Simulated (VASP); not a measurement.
The cell holds one Y (hcp) (0 0 0 1) slab, with vacuum along c, ions free to move until forces fall under 0.03 eV/Å, no reconstruction beyond this cell, dipole correction on.

Consider the following.

```
Y
1.0
    3.68428     0.00000     0.00000
   -1.84214     3.19068     0.00000
    0.00000     0.00000    26.21445
Y
4
Direct
  0.66667   0.33333   0.44510
  0.33333   0.66667   0.33828
  0.66667   0.33333   0.66172
  0.33333   0.66667   0.55490
```

The numbers are results of r2SCAN meta-GGA, VASP's PBE PAW potentials (set 64) (plane waves; VASP), not measurements. Numerical set-up: 400 eV cut-off, 9×9×1 Γ-centred mesh, first-order Methfessel-Paxton smearing of 0.10 eV, potentials Y_sv.

Slab and bulk use different k-meshes, so the surface energy is good to a few per cent at best.

### Question
Predict its surface energy, work function, band gap (on the k-mesh).

### Answer

The surface energy comes out as 1.09 J/m², the work function is 3.20 eV and the band gap (on the k-mesh) is none (metal, semimetal or under 0.01 eV).

The cell is a thin slab with vacuum, built from Y (hcp): (001) face.
